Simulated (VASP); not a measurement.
Given:

```
ZrS2
1.0
    1.83000    -3.16965     0.00000
    1.83000     3.16965     0.00000
    0.00000     0.00000     5.82000
Zr S
1 2
Direct
  0.00000   0.00000   0.00000
  0.33333   0.66667   0.25000
  0.66667   0.33333   0.75000
```

Computed with PBE GGA, VASP's PBE PAW potentials (set 64) (plane waves; VASP). Settings: 400 eV cut-off, 8×8×4 Γ-centred mesh, Gaussian smearing of 0.050 eV, potentials Zr_sv S.

Energy and stress use the plane-wave basis of the starting cell. Without a dispersion term in the relaxation, distances and binding between the weakly bound layers, chains or molecules are unreliable, and so is what depends on them.

Q: The ions, cell shape and volume are relaxed. What does this cell relax into?

A: 
```
ZrS2
1.0
    1.84098    -3.18867     0.00000
    1.84098     3.18867     0.00000
    0.00000     0.00000     6.41146
Zr S
1 2
Direct
  0.00000   0.00000   0.00000
  0.33333   0.66667   0.22612
  0.66667   0.33333   0.77388
```
Space group P-3m1 (164), at a tolerance of 0.03 Å.

Q: How do energy and volume change from the first to the last step?

A: The energy (σ→0) changes by -11.5 meV/atom and the volume by +11.5 %, in 30 ionic steps.

The compound is ZrS2 in the 1T layered structure. This run relaxes it. Symmetry was kept, so distortions that lower it aren't found.
